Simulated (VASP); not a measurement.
Input:

```yaml
crystal:
  lattice:
    - [4.22501, 0.00000, 0.00000]
    - [-2.11251, 3.65897, 0.00000]
    - [0.00000, 0.00000, 35.82720]
  atoms:
    - { symbol: Cd, position: [0.66667, 0.33333, 0.80015] }
    - { symbol: Cd, position: [0.33333, 0.66667, 0.19985] }
    - { symbol: Cd, position: [0.00000, 0.00000, 0.40006] }
    - { symbol: Cd, position: [0.00000, 0.00000, 0.59994] }
    - { symbol: Cd, position: [0.00000, 0.00000, 0.00000] }
    - { symbol: I, position: [0.66667, 0.33333, 0.95268] }
    - { symbol: I, position: [0.33333, 0.66667, 0.04732] }
    - { symbol: I, position: [0.66667, 0.33333, 0.15256] }
    - { symbol: I, position: [0.33333, 0.66667, 0.84744] }
    - { symbol: I, position: [0.33333, 0.66667, 0.44731] }
    - { symbol: I, position: [0.66667, 0.33333, 0.55269] }
    - { symbol: I, position: [0.66667, 0.33333, 0.35268] }
    - { symbol: I, position: [0.33333, 0.66667, 0.64732] }
    - { symbol: I, position: [0.00000, 0.00000, 0.75280] }
    - { symbol: I, position: [0.00000, 0.00000, 0.24720] }
```

Computed with PBE GGA, VASP's PBE PAW potentials (set 64) (plane waves; VASP). Numerical set-up: LREAL = Auto, 300 eV cut-off, 7×7×1 Γ-centred mesh, Gaussian smearing of 0.020 eV, potentials Cd I.

At this cut-off the stress carries a Pulay error, which pulls relaxed volumes low.

Estimate the energy per atom (σ→0), pressure.

- energy per atom (σ→0) = -1.829 eV/atom
- pressure = 2.30 GPa

The absolute energy has meaning only against runs of the same code, potentials and settings.

The structure comes from a computed database's CdI2 entry; how it stands against other phases isn't given here. The cell was not relaxed at this level.
